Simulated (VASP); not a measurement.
**Zn4Te3O: relaxation of cell and atoms with PBE**

Crystal: Zn4Te3O.

```
CELL_PARAMETERS angstrom
4.12868 -0.03590 0.02349
-0.03590 4.14250 -0.04368
0.06337 -0.11786 11.05706
ATOMIC_POSITIONS crystal
Zn 0.97639 0.50402 0.08751
Zn 0.46600 0.00089 0.93117
Zn 0.47427 0.00591 0.35092
Zn 0.00722 0.50158 0.64294
Te 0.54149 0.50364 0.21759
Te 0.51797 0.53285 0.77862
Te 0.95387 0.01402 0.51245
O 0.02610 0.00555 0.99039
```

The cell was built by a generator and needn't be a form met in nature.

```
Program                : VASP 6.6.1
Task                   : relaxation of cell and atoms
Functional             : PBE
Potentials or basis    : VASP PAW PBE potentials, release 64 (Zn, Te, O)
Cutoff                 : 520 eV
k mesh                 : 6 × 6 × 2
Occupations            : gaussian, width 0.15 eV
Spin                   : no spin polarisation
Further INCAR settings : PREC = Normal; LREAL = Auto; ALGO = Fast; EDIFF = 1e-05; ISYM = 0; IBRION = 2; EDIFFG = -0.03; NSW = 110; ISIF = 3
```

```json
{"Relaxed volume": "25.98 Å³/atom", "Relaxed cell": "a = 4.308 Å, b = 4.263 Å, c = 11.315 Å, α = 90.07°, β = 89.41°, γ = 89.72°", "Space group after relaxing (to 0.05 Å)": "P1 (No. 1)", "Energy gained by relaxing": "139.1 meV/atom", "Ionic steps": "104", "Pressure after relaxing": "0.0 GPa", "Largest force after relaxing": "0.030 eV/Å", "Band gap on the k mesh": "1.01 eV, direct"}
```

Forces on the atoms (eV/Å):
```
Zn  -0.017  0.015  0.011
Zn   0.004  0.004 -0.007
Zn  -0.002 -0.002 -0.025
Zn  -0.005 -0.009  0.002
Te   0.002 -0.007  0.013
Te   0.002  0.010  0.019
Te   0.003 -0.007  0.014
O    0.013 -0.004 -0.027
```

The path:
| step | energy change (eV) | largest force (eV/Å) | pressure (GPa) | volume (Å³) |
| --- | --- | --- | --- | --- |
| 1 | 0.0000 | 3.8634 | 3.83 | 189.07 |
| 4 | -0.9328 | 0.4740 | -0.36 | 196.01 |
| 7 | -0.9885 | 0.2517 | 0.02 | 194.70 |
| 10 | -0.9986 | 0.1966 | -0.04 | 194.76 |
| 13 | -1.0143 | 0.1199 | -0.03 | 194.75 |
| 16 | -1.0271 | 0.1259 | 0.07 | 195.43 |
| 19 | -1.0304 | 0.1251 | -0.27 | 196.08 |
| 22 | -1.0321 | 0.1591 | 0.05 | 195.65 |
| 25 | -1.0421 | 0.1321 | 0.22 | 195.77 |
| 28 | -1.0518 | 0.1937 | -0.49 | 199.08 |
| 31 | -1.0584 | 0.1427 | -0.07 | 198.00 |
| 34 | -1.0618 | 0.1266 | 0.09 | 198.07 |
| 37 | -1.0667 | 0.1037 | -0.09 | 199.15 |
| 40 | -1.0699 | 0.0915 | 0.19 | 198.95 |
| 43 | -1.0727 | 0.0747 | 0.04 | 200.16 |
| 46 | -1.0768 | 0.1222 | -0.11 | 201.22 |
| 49 | -1.0787 | 0.0844 | 0.08 | 201.21 |
| 52 | -1.0822 | 0.0971 | 0.14 | 202.02 |
| 55 | -1.0851 | 0.0858 | -0.19 | 203.87 |
| 58 | -1.0879 | 0.0739 | -0.04 | 203.67 |
| 61 | -1.0891 | 0.0554 | 0.25 | 203.21 |
| 64 | -1.0909 | 0.0763 | -0.22 | 205.71 |
| 67 | -1.0910 | 0.0733 | -0.04 | 204.40 |
| 70 | -1.0912 | 0.0661 | -0.09 | 204.69 |
| 73 | -1.0926 | 0.0595 | 0.04 | 204.32 |
| 76 | -1.0947 | 0.0814 | 0.10 | 204.44 |
| 79 | -1.0952 | 0.1057 | -0.02 | 204.64 |
| 82 | -1.0984 | 0.1022 | 0.10 | 204.77 |
| 85 | -1.1014 | 0.1473 | -0.21 | 207.55 |
| 88 | -1.1050 | 0.1413 | -0.06 | 207.84 |
| 91 | -1.1085 | 0.1022 | 0.01 | 207.20 |
| 94 | -1.1085 | 0.0957 | 0.01 | 207.28 |
| 97 | -1.1097 | 0.0717 | 0.00 | 207.10 |
| 100 | -1.1114 | 0.0694 | 0.15 | 206.96 |
| 103 | -1.1129 | 0.0508 | -0.05 | 207.78 |
| 104 | -1.1132 | 0.0298 | -0.03 | 207.81 |

Final structure:
```
CELL_PARAMETERS angstrom
4.30828 0.01063 0.02264
0.01011 4.26320 -0.00254
0.05785 -0.00803 11.31447
ATOMIC_POSITIONS crystal
Zn 0.01019 0.39564 0.09775
Zn 0.36524 0.00856 0.90452
Zn 0.51190 0.04430 0.36194
Zn 0.02246 0.52189 0.63982
Te 0.51052 0.53817 0.22083
Te 0.51279 0.51275 0.77981
Te 0.00785 0.02177 0.50018
O 0.02234 0.02537 0.00673
```

Levels at points of the mesh, in eV from the valence-band top:
| k point | band 33 | band 34 | band 35 | band 36 | band 37 | band 38 | band 39 | band 40 |
| --- | --- | --- | --- | --- | --- | --- | --- | --- |
| (0.00, 0.00, 0.00) | -0.82 | -0.35 | -0.05 | 0.00 | 1.01 | 2.62 | 2.74 | 3.14 |
| (0.50, 0.00, 0.00) | -0.71 | -0.66 | -0.57 | -0.43 | 1.61 | 2.59 | 3.39 | 3.46 |
| (0.00, 0.50, 0.00) | -0.78 | -0.71 | -0.66 | -0.45 | 1.66 | 2.48 | 3.39 | 3.47 |
| (0.50, 0.50, 0.00) | -2.00 | -1.72 | -1.64 | -1.45 | 2.41 | 2.84 | 2.88 | 3.00 |
| (0.00, 0.00, 0.50) | -0.65 | -0.55 | -0.18 | -0.12 | 2.16 | 2.43 | 2.70 | 2.81 |
| (0.50, 0.00, 0.50) | -1.03 | -0.66 | -0.59 | -0.44 | 2.36 | 2.50 | 2.60 | 3.47 |
| (0.00, 0.50, 0.50) | -1.09 | -0.73 | -0.71 | -0.45 | 2.36 | 2.47 | 2.63 | 3.45 |
| (0.50, 0.50, 0.50) | -2.18 | -1.88 | -1.73 | -1.57 | 2.78 | 2.84 | 2.99 | 3.34 |

It took 56 min on 4 MPI ranks on Intel(R) Xeon(R) Platinum 8375C CPU @ 2.90GHz (Ice Lake) (shared host), peak memory 0.34 GiB a rank.

Caveat: spin-orbit coupling is left out, which moves the levels of the heavy elements. A hybrid or GW would open this gap; PBE tends to underestimate it.
